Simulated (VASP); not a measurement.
GaAs (space group F-43m): the measured cell of entry 9008845 of the Crystallography Open Database is

```cif
data_AsGa
_chemical_formula_sum 'Ga1 As1'
_space_group_name_H-M_alt 'P 1'
_space_group_IT_number 1
_cell_length_a 3.99777
_cell_length_b 3.99777
_cell_length_c 3.99777
_cell_angle_alpha 60.000
_cell_angle_beta 60.000
_cell_angle_gamma 60.000
loop_
_space_group_symop_operation_xyz
  'x, y, z'
loop_
_atom_site_label
_atom_site_type_symbol
_atom_site_fract_x
_atom_site_fract_y
_atom_site_fract_z
_atom_site_occupancy
Ga1 Ga 0.00000 0.00000 0.00000 1
As1 As 0.25000 0.25000 0.25000 1
```

The numbers are results of PBE GGA with D3 dispersion (Becke-Johnson damping), VASP's PBE PAW potentials (set 64) (plane waves; VASP), not measurements. Run with 400 eV cut-off, 9×9×9 Γ-centred mesh, tetrahedra with Blöchl corrections, potentials Ga_d As.

The calculation is for a static lattice at zero pressure; the measurement, whose temperature isn't given here, holds thermal and zero-point expansion. The entry's conditions were not checked, so it may have been measured under pressure.

How far does the relaxed conventional cell lie from the measured one?

```json
[
 {"": "a (Å)", "measured": "5.654", "computed": "5.675", "difference": "+0.4 %"},
 {"": "V (Å³/atom)", "measured": "22.59", "computed": "22.84", "difference": "+1.1 %"}
]
```

The structure comes from a measured GaAs entry (F-43m) of the Crystallography Open Database, whose conditions weren't checked. It was relaxed first. Symmetry was kept, so distortions that lower it aren't found.
